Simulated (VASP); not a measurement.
Input:

```xyz
3
Lattice="1.5411 -2.6692 0.0000 1.5411 2.6692 0.0000 0.0000 0.0000 3.5031" Properties=species:S:1:pos:R:3 pbc="T T T"
Mg     3.0821     0.0000     0.0000
B      1.5411     0.8897     1.7516
B      1.5411    -0.8897     1.7516
```

The numbers are results of PBE GGA, VASP's PBE PAW potentials (set 64) (plane waves; VASP), not measurements. Numerical set-up: 600 eV cut-off, 10×10×8 Γ-centred mesh, first-order Methfessel-Paxton smearing of 0.10 eV, potentials Mg B.

Each relaxation starts from this cell; other phases were not tried.

Q: The cell is relaxed at 15 GPa. What happens?

A: The volume per atom goes from 9.61 to 8.79 Å³ (-8.5 %), and the cell becomes a = 3.0110 Å, b = 3.0110 Å, c = 3.3575 Å, α = 90.00°, β = 90.00°, γ = 120.00°, space group P6/mmm.

Q: The cell is relaxed at 30 GPa. What happens?

A: The volume per atom goes from 9.61 to 8.21 Å³ (-14.6 %), and the cell becomes a = b = 2.9572 Å, c = 3.2502 Å, α = β = 90.00°, γ = 120.00°, space group P6/mmm.

Failed runs are left out, and for metals the shear rows, which the mesh's noise covers.

The compound is MgB2 in the AlB2 type structure.
